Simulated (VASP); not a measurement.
Level of theory: PBEsol GGA, VASP's PBE PAW potentials (set 64) (plane waves; VASP).

VASP ran on this input.

**KPOINTS**
```
Automatic mesh
0
Gamma
12 12 12
0 0 0
```

File POSCAR:
```
BN
1.0
  0.0000000000   1.8038589440   1.8038589440
  1.8038589440   0.0000000000   1.8038589440
  1.8038589440   1.8038589440   0.0000000000
B N
1 1
Cart
  0.0000000000   0.0000000000   0.0000000000
  0.9019294720   0.9019294720   0.9019294720
```

**INCAR**
```
! general
SYSTEM = BN
PREC   = Accurate
ENCUT  = 620   ! plane-wave cut-off (eV)
LREAL  = F
LASPH  = T   ! aspherical one-centre terms

! electronic loop
EDIFF  = 1E-6   ! SCF stop (eV)
NELM   = 100
ALGO   = Normal   ! blocked Davidson

! smearing
ISMEAR = 0   ! Gaussian
SIGMA  = 0.05   ! width (eV)

! functional
GGA    = PS   ! PBEsol

! ions
IBRION = 2
NSW    = 40   ! most ionic steps
ISIF   = 3
EDIFFG = -0.02   ! ionic stop

! output
LWAVE  = F
LCHARG = F
```

POTCAR, in this order: B N (PBE.64 set). Program: vasp_std.

Output

### OSZICAR
```
       N       E                     dE             d eps       ncg     rms          rms(c)
DAV:   1     0.140516928316E+02    0.14052E+02   -0.57078E+03  1152   0.114E+03
DAV:   2    -0.190140433931E+02   -0.33066E+02   -0.32166E+02  1568   0.215E+02
DAV:   3    -0.193069145703E+02   -0.29287E+00   -0.29287E+00  1296   0.228E+01
DAV:   4    -0.193072259333E+02   -0.31136E-03   -0.31136E-03  1640   0.701E-01
DAV:   5    -0.193072260053E+02   -0.71972E-07   -0.71972E-07  1288   0.821E-03    0.656E+00
DAV:   6    -0.184592517664E+02    0.84797E+00   -0.31488E+00  1560   0.138E+01    0.326E+00
DAV:   7    -0.183727045656E+02    0.86547E-01   -0.97616E-02  1488   0.297E+00    0.185E+00
DAV:   8    -0.183518377495E+02    0.20867E-01   -0.41565E-02  1336   0.171E+00    0.181E-01
DAV:   9    -0.183518542629E+02   -0.16513E-04   -0.40753E-04  1192   0.237E-01    0.742E-02
DAV:  10    -0.183518704262E+02   -0.16163E-04   -0.73259E-05  1632   0.951E-02    0.133E-02
DAV:  11    -0.183518719997E+02   -0.15735E-05   -0.28141E-06  1272   0.161E-02    0.492E-03
DAV:  12    -0.183518720305E+02   -0.30812E-07   -0.69251E-07   584   0.727E-03
   1 F= -.18351872E+02 E0= -.18351872E+02  d E =-.183519E+02
```

### OUTCAR
```
------------------------ aborting loop because EDIFF is reached ----------------------------------------
  FORCE on cell =-STRESS in cart. coord.  units (eV):
  Direction    XX          YY          ZZ          XY          YZ          ZX
  --------------------------------------------------------------------------------------
  Total       -0.0268862     -0.0268862     -0.0268862      0.0000000     -0.0000000     -0.0000000
  in kB       -3.6694618     -3.6694618     -3.6694618      0.0000000     -0.0000000     -0.0000000
  external PRESSURE =      -3.6694618 kB  Pullay stress =       0.0000000 kB
  volume of cell :       11.74
      direct lattice vectors                 reciprocal lattice vectors
     0.000000000  1.803858944  1.803858944    -0.277183536  0.277183536  0.277183536
     1.803858944  0.000000000  1.803858944     0.277183536 -0.277183536  0.277183536
     1.803858944  1.803858944  0.000000000     0.277183536  0.277183536 -0.277183536
  FREE ENERGIE OF THE ION-ELECTRON SYSTEM (eV)
  ---------------------------------------------------
  free  energy   TOTEN  =       -18.3518720305 eV

  energy  without entropy=      -18.3518720305  energy(sigma->0) =      -18.35187203

 reached required accuracy - stopping structural energy minimisation
```
(Selected blocks of OUTCAR.)

The structure was generated: BN was put into the zinc blende type (F-43m), which need not be its known phase. It was relaxed first.
